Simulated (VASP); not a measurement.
OSZICAR of a VASP run on WS₂ (space group R3m):

OSZICAR:
```
       N       E                     dE             d eps       ncg     rms          rms(c)
DAV:   1     0.173377564739E+03    0.17338E+03   -0.11703E+04  1512   0.126E+03
DAV:   2    -0.189851613386E+02   -0.19236E+03   -0.18911E+03  1886   0.340E+02
DAV:   3    -0.264597266954E+02   -0.74746E+01   -0.74458E+01  1968   0.669E+01
DAV:   4    -0.265588520024E+02   -0.99125E-01   -0.99005E-01  1915   0.816E+00
DAV:   5    -0.265608132043E+02   -0.19612E-02   -0.19611E-02  1942   0.113E+00    0.281E+01
DAV:   6    -0.254633897139E+02    0.10974E+01   -0.62630E+00  1715   0.187E+01    0.117E+01
DAV:   7    -0.253256400166E+02    0.13775E+00   -0.16361E+00  1726   0.730E+00    0.524E+00
DAV:   8    -0.252746589103E+02    0.50981E-01   -0.27560E-01  1780   0.390E+00    0.121E+00
DAV:   9    -0.252737059083E+02    0.95300E-03   -0.13044E-02  1980   0.828E-01    0.521E-01
DAV:  10    -0.252732739801E+02    0.43193E-03   -0.60441E-03  1789   0.617E-01    0.698E-02
DAV:  11    -0.252732357347E+02    0.38245E-04   -0.71625E-04  1591   0.205E-01    0.648E-02
DAV:  12    -0.252732435438E+02   -0.78091E-05   -0.59873E-05  1724   0.665E-02    0.139E-02
DAV:  13    -0.252732541187E+02   -0.10575E-04   -0.14719E-05  1734   0.279E-02    0.797E-03
DAV:  14    -0.252732542138E+02   -0.95106E-07   -0.25625E-06  1334   0.101E-02
   1 F= -.25273254E+02 E0= -.25273254E+02  d E =-.252733E+02
```

Problem. Which electronic solver shows in the log?

Solution. It is blocked Davidson (ALGO = Normal, or the opening steps of other solvers). The INCAR had ALGO = Normal.

Problem. Can the final energy be trusted as converged?

Solution. The run converged. It stopped with EDIFF = 1E-6, NELM = 100, NSW = 60 and EDIFFG = -0.02 after 1 ionic step (PBEsol GGA, plane waves, VASP's PBE PAW potentials (set 64)). Without a dispersion term in the relaxation, distances and binding between the weakly bound layers, chains or molecules are unreliable, and so is what depends on them.

The structure comes from a computed database's WS2 entry (R3m); how it stands against other phases isn't given here. It was relaxed first. The start is the result of an earlier pass.
